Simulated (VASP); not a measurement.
SnTe, 2 atoms in the cell. It takes space group Fm-3m (No. 225, cubic). The conventional cell has a = 6.302 Å, b = 6.302 Å, c = 6.302 Å, α = 90.00°, β = 90.00°, γ = 90.00°. Sn (site symmetry m-3m) has 6 Te at 3.15 Å as nearest neighbours. Te (site symmetry m-3m) has 6 Sn at 3.15 Å as nearest neighbours. 

```yaml
Program: VASP 6.6.1
Task: relaxation of cell and atoms
Functional: r2SCAN
Potentials_or_basis: VASP PAW PBE potentials, release 64 (Sn_d, Te)
Cutoff: 600 eV
k_mesh: 10 × 10 × 10
Occupations: gaussian, width 0.03 eV
Spin: no spin polarisation
Further_INCAR_settings: ALGO = Normal; EDIFF = 1e-06; IBRION = 2; EDIFFG = -0.01; NSW = 90; ISIF = 3
```

Potentials or basis: VASP PAW PBE potentials, release 64 (Sn_d, Te).

Launch:

```console
$ cat potpaw_PBE.64/Sn_d/POTCAR potpaw_PBE.64/Te/POTCAR > POTCAR
$ mpirun -np 1 vasp_std > vasp.out
```

Hardware: 1 thread of Intel(R) Xeon(R) Platinum 8488C (Sapphire Rapids) (shared host).

Task: Estimate the wall time of this run.

Result: It took 4.6 min on 1 thread of Intel(R) Xeon(R) Platinum 8488C (Sapphire Rapids), on a shared host, peak memory 0.26 GiB. Counts: scf iterations 43, k points 47, ion steps 3.
